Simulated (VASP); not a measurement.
GeSe₂ (relaxed from the rutile structure, space group P4_2/mnm): computed properties

All values below come from PBEsol GGA, VASP's PBE PAW potentials (set 64) (plane waves; VASP).

| Item | Result |
|---|---|
| space group | P4_2/mnm (136) |
| cell | a = b = 6.0445 Å, c = 3.8109 Å, α = β = γ = 90.00° |
| volume per atom | 23.21 Å^3/atom |
| band gap (over mesh and band path) | none (metal, semimetal or under 0.01 eV) |
| density | 5.50 g/cm³ |

Space group P4₂/mnm (No. 136); a = b = 6.044 Å, c = 3.811 Å, α = β = γ = 90.00°

```tsv
atom	site	symmetry	x	y	z
Ge	2a	m.mm	0.0000	0.0000	0.0000
Se	4f	m.2m	0.3017	0.3017	0.0000
```

The structure was generated: GeSe2 was put into the rutile type (P4_2/mnm), which need not be its known phase. It was relaxed first, which changed the volume by +9 %. Symmetry was kept, so distortions that lower it aren't found.
